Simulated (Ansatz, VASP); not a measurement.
# BAu in VASP and in Ansatz

```xyz
2
Lattice="0.0000 2.3502 2.3502 2.3502 0.0000 2.3502 2.3502 2.3502 0.0000" Properties=species:S:1:pos:R:3 pbc="T T T"
B     0.0000    0.0000    0.0000
Au    2.3502    2.3502    2.3502
```

Alike in both runs: functional PBE; k mesh 20 × 20 × 20; occupations gaussian, width 0.1 eV; no spin polarisation.

Ansatz relaxed the structure, and its values are those at the end. VASP's run is a single point on that final structure, the one shown.

|  | VASP | Ansatz |
| --- | --- | --- |
| version | VASP 6.6.1 | Ansatz 0.2.0 |
| potentials or method | VASP PAW PBE potentials, release 64 (B, Au) | scalar-relativistic, plane waves, PAW |
| plane-wave cutoff (eV) | 520 | 420 |
| valence electrons in the cell | 14 | 22 |

VASP gave:

- gap on the k mesh at the Fermi level (eV): none
- pressure (GPa): -0.2

Task: Which values does Ansatz return?

Result: gap on the k mesh at the Fermi level (eV): none; pressure (GPa): 0.0.

A gap of «none» marks a metal or a gap that the smearing closes. The two sets of potentials don't hold the same shells in valence.

The runs have no spin-orbit coupling, so splittings on Au are missing.
